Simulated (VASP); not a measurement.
Wanted: the native input for a VASP 6.6.1 run.

- Task: relaxation of cell and atoms
- Functional: PBE
- Potentials or basis: VASP PAW PBE potentials, release 64 (Zr_sv, C)
- Cutoff: 520 eV
- k mesh: 4 × 4 × 4
- Occupations: gaussian, width 0.1 eV
- Spin: no spin polarisation
- Further INCAR settings: ALGO = Fast; EDIFF = 1e-07; IBRION = 2; EDIFFG = -0.002; NSW = 80; ISIF = 3

The structure of ZrC lies in POSCAR:

```
ZrC
1.0
    0.0000000000      2.3650000000      2.3650000000
    2.3650000000      0.0000000000      2.3650000000
    2.3650000000      2.3650000000      0.0000000000
Zr C
1 1
Direct
    0.5000000000      0.5000000000      0.5000000000
    0.0000000000      0.0000000000      0.0000000000
```

The input as run:

INCAR

```
PREC = Accurate
ENCUT = 520
EDIFF = 1E-7
ISMEAR = 0
SIGMA = 0.1
LREAL = False
LASPH = True
NELM = 80
ALGO = Fast
ISIF = 3
LWAVE = False
LCHARG = False
GGA = PE
IBRION = 2
NSW = 80
EDIFFG = -0.002
```

KPOINTS

```
Automatic mesh
0
Gamma
  4 4 4
```

Potentials or basis: VASP PAW PBE potentials, release 64 (Zr_sv, C).

Run with:

```sh
$ cat potpaw_PBE.64/Zr_sv/POTCAR potpaw_PBE.64/C/POTCAR > POTCAR
$ mpirun -np 1 vasp_std > vasp.out
```

It gave:

```json
{
 "Relaxed volume": "13.01 Å³/atom",
 "Relaxed cell": "a = 3.326 Å, b = 3.326 Å, c = 3.326 Å, α = 60.00°, β = 60.00°, γ = 60.00°",
 "Space group after relaxing (to 0.05 Å)": "Fm-3m (No. 225)",
 "Energy gained by relaxing": "2.4 meV/atom",
 "Ionic steps": "3",
 "Pressure after relaxing": "0.0 GPa",
 "Band gap on the k mesh": "none (metal or under the smearing width)"
}
```

Caveat: the k mesh is coarse (spacing up to 0.58 Å⁻¹), so the values aren't converged.

It took 18 s on 1 thread of Intel(R) Xeon(R) Platinum 8488C (Sapphire Rapids), on a shared host, peak memory 0.15 GiB.
